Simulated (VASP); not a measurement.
A run of VASP 6.6.1:

The input POSCAR:

```
LuAsO4
1.0
   -3.4788115732      3.4788115732      3.1168727226
    3.4788115732     -3.4788115732      3.1168727226
    3.4788115732      3.4788115732     -3.1168727226
As Lu O
2 2 8
Direct
    0.5000000000      0.5000000000      0.0000000000
    0.2500000000      0.7500000000      0.5000000000
    0.7500000000      0.2500000000      0.5000000000
    0.0000000000      0.0000000000      0.0000000000
    0.1396121742      0.3225947148      0.8170174594
    0.6103878258      0.9274052852      0.6829825406
    0.2444227447      0.9274052852      0.3170174594
    0.5055772553      0.3225947148      0.1829825406
    0.6774052852      0.8603878258      0.1829825406
    0.0725947148      0.7555772553      0.6829825406
    0.0725947148      0.3896121742      0.3170174594
    0.6774052852      0.4944227447      0.8170174594
```

INCAR.step1

```
PREC = Accurate
ENCUT = 520
ISMEAR = 0
SIGMA = 0.02
LREAL = F
LASPH = T
NELM = 60
NBANDS = 66
GGA = PE
ALGO = Normal
EDIFF = 1E-4
LWAVE = T
LCHARG = F
```

File INCAR.step2:

```
PREC = Accurate
ENCUT = 520
EDIFF = 1E-7
ISMEAR = 0
SIGMA = 0.02
LREAL = F
LASPH = T
NELM = 60
ALGO = Normal
ISIF = 2
LWAVE = F
LCHARG = F
METAGGA = R2SCAN
LMIXTAU = T
NBANDS = 66
ISTART = 1
```

Contents of KPOINTS:

```
Automatic mesh
0
Gamma
  6 6 6
```

Potentials or basis: VASP PAW PBE potentials, release 64 (As, Lu, O).

Run with:

```console
$ cat potpaw_PBE.64/As/POTCAR potpaw_PBE.64/Lu/POTCAR potpaw_PBE.64/O/POTCAR > POTCAR
$ cp INCAR.step1 INCAR
$ mpirun -np 1 vasp_std > vasp.out
$ cp INCAR.step2 INCAR
$ mpirun -np 1 vasp_std > vasp.out
```

Hardware: 1 thread of AMD EPYC 9R45 (Zen 5), with other jobs on the host.

Problem. Estimate the wall time of this run.

Solution. It took 25 min on 1 thread of AMD EPYC 9R45 (Zen 5), with other jobs on the host, peak memory 0.48 GiB. Counts: scf iterations 15, k points 30.
